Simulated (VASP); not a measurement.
Here is the system:

```xyz
2
Lattice="2.7279 0.0000 0.0000 0.0000 2.7279 0.0000 0.0000 0.0000 3.7570" Properties=species:S:1:pos:R:3 pbc="T T T"
Fe     0.0000     0.0000     0.0000
Pt     1.3640     1.3640     1.8785
```
Starting moments (μB, in the order of the record's atoms Fe Pt): 2.9 0.3.

The numbers are results of PBE GGA, VASP's PBE PAW potentials (set 64) (plane waves; VASP 6.6.1), not measurements. Run with 480 eV cut-off, 12×12×10 Γ-centred mesh, first-order Methfessel-Paxton smearing of 0.10 eV, potentials Fe Pt.

Each relaxation starts from this cell; other phases were not tried.

### Question
The cell is relaxed at 10 GPa. What happens?

### Answer
The volume per atom goes from 13.98 to 13.39 Å³ (-4.2 %), and the cell becomes a = b = 2.6890 Å, c = 3.7034 Å, α = β = γ = 90.00°, space group P4/mmm.

### Question
The cell is relaxed at 15 GPa. What happens?

### Answer
The volume per atom goes from 13.98 to 13.13 Å³ (-6.0 %), and the cell becomes a = b = 2.669 Å, c = 3.687 Å, α = β = γ = 90.00°, space group P4/mmm.

Failed runs are left out, and for metals the shear rows, which the mesh's noise covers.

The compound is FePt in the L1_0 structure. The spin order is the one that the start imposed; others were not tried in this run.
